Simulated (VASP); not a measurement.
Level of theory: vdW-DF-cx, VASP's PBE PAW potentials (set 64) (plane waves; VASP 6.6.1).

A VASP calculation is set up with these files.

File KPOINTS:
```
K-points
0
gamma
  8 8 8
```

**INCAR**
```
SYSTEM = GaP
PREC = Accurate
ENCUT = 520
EDIFF = 1E-7
NELM = 100
ALGO = Normal
LREAL = .FALSE.
LASPH = .TRUE.
ISMEAR = 0
SIGMA = 0.05
GGA = CX
LUSE_VDW = .TRUE.
AGGAC = 0.0
LMAXMIX = 4
LWAVE = .FALSE.
LCHARG = .FALSE.
ISIF = 2
```

### POSCAR
```
GaP
1
    0.0000000000     2.7784449411     2.7784449411
    2.7784449411     0.0000000000     2.7784449411
    2.7784449411     2.7784449411     0.0000000000
Ga P
1 1
Direct
  0.0000000000   0.0000000000   0.0000000000
  0.2500000000   0.2500000000   0.2500000000
```

POTCAR, in this order: Ga_d P (PBE.64 set). Program: vasp_std.

Output

### OSZICAR
```
       N       E                     dE             d eps       ncg     rms          rms(c)
DAV:   1     0.839699266297E+02    0.83970E+02   -0.91819E+03   762   0.192E+03
DAV:   2     0.135786814252E+01   -0.82612E+02   -0.79447E+02   857   0.339E+02
DAV:   3    -0.473923421337E+01   -0.60971E+01   -0.60679E+01   969   0.753E+01
DAV:   4    -0.485287044099E+01   -0.11364E+00   -0.11358E+00   884   0.113E+01
DAV:   5    -0.485577237612E+01   -0.29019E-02   -0.29018E-02   964   0.152E+00    0.388E+00
DAV:   6    -0.465087852360E+01    0.20489E+00   -0.40349E-01  1154   0.118E+01    0.251E+00
DAV:   7    -0.462613733799E+01    0.24741E-01   -0.84932E-02   983   0.230E+00    0.980E-01
DAV:   8    -0.462541852809E+01    0.71881E-03   -0.11086E-02   859   0.146E+00    0.119E-01
DAV:   9    -0.462572153887E+01   -0.30301E-03   -0.10352E-03   960   0.528E-01    0.735E-02
DAV:  10    -0.462577475553E+01   -0.53217E-04   -0.82025E-05   923   0.931E-02    0.391E-02
DAV:  11    -0.462582654501E+01   -0.51789E-04   -0.72828E-05   814   0.834E-02    0.378E-03
DAV:  12    -0.462582645676E+01    0.88250E-07   -0.22913E-06   953   0.212E-02    0.276E-03
DAV:  13    -0.462582687460E+01   -0.41784E-06   -0.89615E-07   844   0.853E-03    0.184E-03
DAV:  14    -0.462582683549E+01    0.39104E-07   -0.35477E-08   602   0.261E-03
   1 F= -.46258268E+01 E0= -.46258268E+01  d E =-.335164E-11
```

File OUTCAR:
```
------------------------ aborting loop because EDIFF is reached ----------------------------------------
  FORCE on cell =-STRESS in cart. coord.  units (eV):
  Direction    XX          YY          ZZ          XY          YZ          ZX
  --------------------------------------------------------------------------------------
  Total       -1.1418571     -1.1418571     -1.1418571     -0.0000000      0.0000000     -0.0000000
  in kB      -42.6468513    -42.6468513    -42.6468513     -0.0000000      0.0000000     -0.0000000
  external PRESSURE =     -42.6468513 kB  Pullay stress =       0.0000000 kB
  volume of cell :       42.90
      direct lattice vectors                 reciprocal lattice vectors
     0.000000000  2.778444941  2.778444941    -0.179956778  0.179956778  0.179956778
     2.778444941  0.000000000  2.778444941     0.179956778 -0.179956778  0.179956778
     2.778444941  2.778444941  0.000000000     0.179956778  0.179956778 -0.179956778
  FREE ENERGIE OF THE ION-ELECTRON SYSTEM (eV)
  ---------------------------------------------------
  free  energy   TOTEN  =        -4.6258268355 eV

  energy  without entropy=       -4.6258268355  energy(sigma->0) =       -4.62582684
```
(Selected blocks of OUTCAR.)

The compound is GaP in the zinc blende structure. This cell is one point of a volume scan, at 1.06 of the reference volume.
